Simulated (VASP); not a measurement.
Consider the following.

```
CELL_PARAMETERS angstrom
      1.77074    -3.06700     0.00000
      1.77074     3.06700     0.00000
      0.00000     0.00000    14.04516
ATOMIC_POSITIONS crystal
  Te 0.33333 0.66667 0.87900
  Te 0.66667 0.33333 0.37900
  Te 0.66667 0.33333 0.12100
  Te 0.33333 0.66667 0.62100
  Mo 0.33333 0.66667 0.25000
  Mo 0.66667 0.33333 0.75000
```

Method: PBE GGA, VASP's PBE PAW potentials (set 64) (plane waves; VASP). Run with 300 eV cut-off, 7×7×2 Γ-centred mesh, Fermi-Dirac smearing of 0.050 eV, potentials Te Mo_sv.

The path is coarsely sampled, so an indirect gap can come out somewhat too large. Unless said otherwise, spin-orbit coupling is left out, though it shifts the bands of the heavy elements here.

### Question
Give the energies of bands 17 to 30 at the high-symmetry points, in eV from the valence-band maximum.

### Answer

```json
[
 {"band": "17", "Γ": "-1.81", "M": "-3.86", "K": "-4.14", "A": "-1.80", "L": "-3.46", "H": "-3.95"},
 {"band": "18", "Γ": "-1.79", "M": "-3.16", "K": "-3.81", "A": "-1.80", "L": "-3.46", "H": "-3.95"},
 {"band": "19", "Γ": "-1.79", "M": "-2.49", "K": "-3.30", "A": "-1.80", "L": "-2.45", "H": "-3.56"},
 {"band": "20", "Γ": "-1.04", "M": "-2.39", "K": "-3.30", "A": "-1.80", "L": "-2.45", "H": "-3.56"},
 {"band": "21", "Γ": "-1.04", "M": "-1.94", "K": "-3.08", "A": "-1.03", "L": "-1.89", "H": "-2.71"},
 {"band": "22", "Γ": "-1.01", "M": "-1.77", "K": "-3.08", "A": "-1.03", "L": "-1.89", "H": "-2.71"},
 {"band": "23", "Γ": "-1.01", "M": "-0.98", "K": "-1.81", "A": "-1.03", "L": "-0.94", "H": "-1.96"},
 {"band": "24", "Γ": "-1.00", "M": "-0.93", "K": "-1.81", "A": "-1.03", "L": "-0.94", "H": "-1.96"},
 {"band": "25", "Γ": "-0.32", "M": "-0.62", "K": "-0.29", "A": "-0.08", "L": "-0.48", "H": "-0.20"},
 {"band": "26", "Γ": "0.00", "M": "-0.34", "K": "-0.07", "A": "-0.08", "L": "-0.48", "H": "-0.20"},
 {"band": "27", "Γ": "2.83", "M": "1.23", "K": "0.94", "A": "2.86", "L": "1.25", "H": "0.95"},
 {"band": "28", "Γ": "2.83", "M": "1.28", "K": "0.94", "A": "2.86", "L": "1.25", "H": "0.95"},
 {"band": "29", "Γ": "2.97", "M": "1.43", "K": "1.17", "A": "2.86", "L": "1.60", "H": "1.62"},
 {"band": "30", "Γ": "2.99", "M": "1.74", "K": "2.15", "A": "2.86", "L": "1.60", "H": "1.62"}
]
```

The gap is indirect, 0.71 eV, from the valence maximum at Γ to the conduction minimum at K-Γ at 0.40.

The structure is a typed MoTe2 crystal. The cell was not relaxed at this level.
